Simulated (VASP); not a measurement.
Given:

```xyz
2
Lattice="3.5530 0.0000 0.0000 0.0000 3.5530 0.0000 0.0000 0.0000 3.5530" Properties=species:S:1:pos:R:3 pbc="T T T"
Cs     0.0000     0.0000     0.0000
Cl     1.7765     1.7765     1.7765
```

Method: LDA (Ceperley-Alder, Perdew-Zunger), VASP's LDA PAW potentials (set 64) (plane waves; VASP). Settings: 500 eV cut-off, 8×8×8 Γ-centred mesh, Gaussian smearing of 0.050 eV, potentials Cs_sv Cl.

Energy and stress use the plane-wave basis of the starting cell.

The ions, cell shape and volume at an external pressure of 30.0 GPa are relaxed. Give the cell that the relaxation ends in.

```xyz
2
Lattice="3.4607 0.0000 0.0000 0.0000 3.4607 0.0000 0.0000 0.0000 3.4607" Properties=species:S:1:pos:R:3 pbc="T T T"
Cs     0.0000     0.0000     0.0000
Cl     1.7303     1.7303     1.7303
```
Space group Pm-3m (221), at a tolerance of 0.03 Å.

How do energy and volume change from the first to the last step?

The energy (σ→0) changes by +261.8 meV/atom and the volume by -7.6 %, in 4 ionic steps.

The compound is CsCl in the CsCl type structure. This run relaxes it under an external pressure of 30 GPa. Symmetry was kept, so distortions that lower it aren't found.
